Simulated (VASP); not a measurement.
Input:

```
CELL_PARAMETERS angstrom
      1.98135    -3.43180     0.00000
      1.98135     3.43180     0.00000
      0.00000     0.00000     5.06341
ATOMIC_POSITIONS crystal
  Se 0.00000 0.25012 0.66667
  Se 0.74988 0.74988 0.00000
  Se 0.25012 0.00000 0.33333
```

The numbers are results of vdW-DF-cx, VASP's PBE PAW potentials (set 64) (plane waves; VASP), not measurements. Numerical set-up: 520 eV cut-off, 6×6×5 Γ-centred mesh, Gaussian smearing of 0.050 eV, potentials Se.

Q: The ions and cell shape at fixed volume are relaxed. Which structure does the run end with?

A: 
```
CELL_PARAMETERS angstrom
      1.95871    -3.39259     0.00000
      1.95871     3.39259     0.00000
      0.00000     0.00000     5.18113
ATOMIC_POSITIONS crystal
  Se 0.00000 0.26080 0.66667
  Se 0.73920 0.73920 0.00000
  Se 0.26080 0.00000 0.33333
```
Space group P3_121 (152), at a tolerance of 0.03 Å.

Q: How much energy does the relaxation gain?

A: The energy (σ→0) changes by -12.8 meV/atom, in 7 ionic steps.

| step | E(σ→0) (eV) | max force (eV/Å) | pressure (GPa) | volume (Å³) |
|---|---|---|---|---|
| 1 | -5.9128 | 0.474 | 4.67 | 68.86 |
| 2 | -5.9423 | 0.198 | 3.16 | 68.86 |
| 3 | -5.9507 | 0.040 | 1.74 | 68.86 |
| 4 | -5.9508 | 0.019 | 1.87 | 68.86 |
| 5 | -5.9508 | 0.011 | 1.92 | 68.86 |
| 6 | -5.9510 | 0.005 | 1.91 | 68.86 |
| 7 | -5.9511 | 0.003 | 1.88 | 68.86 |

The compound is Se in the trig structure. This cell is one point of a volume scan, at 0.94 of the reference volume. Symmetry was kept, so distortions that lower it aren't found.
